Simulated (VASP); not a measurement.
Input:

```
CELL_PARAMETERS angstrom
      0.00000     2.71280     2.71280
      2.71280     0.00000     2.71280
      2.71280     2.71280     0.00000
ATOMIC_POSITIONS crystal
  Ca 0.00000 0.00000 0.00000
  F  0.25000 0.25000 0.25000
  F  0.75000 0.75000 0.75000
```

Method: TPSS meta-GGA, VASP's PBE PAW potentials (set 64) (plane waves; VASP). Numerical set-up: 520 eV cut-off, 7×7×7 Γ-centred mesh, Gaussian smearing of 0.050 eV, potentials Ca_sv F.

**Question.** Give the stress tensor in GPa (positive for a compressed cell).

**Answer.** 
```
2.61  0.00  0.00
0.00  2.61  0.00
0.00  0.00  2.61
```
The pressure is its mean diagonal, 2.61 GPa.

The compound is CaF2 in the fluorite structure. This cell is one point of a volume scan, at 0.97 of the reference volume.
